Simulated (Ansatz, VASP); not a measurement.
**AlBN: VASP beside Ansatz**

```xyz
3
Lattice="4.3686 0.0000 0.0000 0.0000 4.3686 0.0000 0.0000 0.0000 2.6580" Properties=species:S:1:pos:R:3 pbc="T T T"
Al    0.0000    0.0000    0.0000
B     2.1843    2.1843    0.0000
N     2.1843    2.1843    1.3290
```

Alike in both runs: functional PBE; k mesh 4 × 4 × 6; occupations gaussian, width 0.1 eV; no spin polarisation.

Ansatz relaxed the structure, and its values are those at the end. VASP's run is a single point on that final structure, the one shown.

|  | VASP | Ansatz |
| --- | --- | --- |
| version | VASP 6.6.1 | Ansatz 0.2.0 |
| potentials or method | VASP PAW PBE potentials, release 64 (Al, B, N) | scalar-relativistic, plane waves, PAW |
| plane-wave cutoff (eV) | 520 | 420 |
| valence electrons in the cell | 11 | 11 |

Ansatz gave:

```
gap on the k mesh at the Fermi level (eV) : none
pressure (GPa)                            : 0.2
```

Problem. Estimate VASP's values.

Solution. gap on the k mesh at the Fermi level (eV): none; pressure (GPa): 0.0.

A gap of «none» marks a metal or a gap that the smearing closes.

Caveats: the k mesh is coarse (spacing up to 0.39 Å⁻¹), so the values aren't converged.
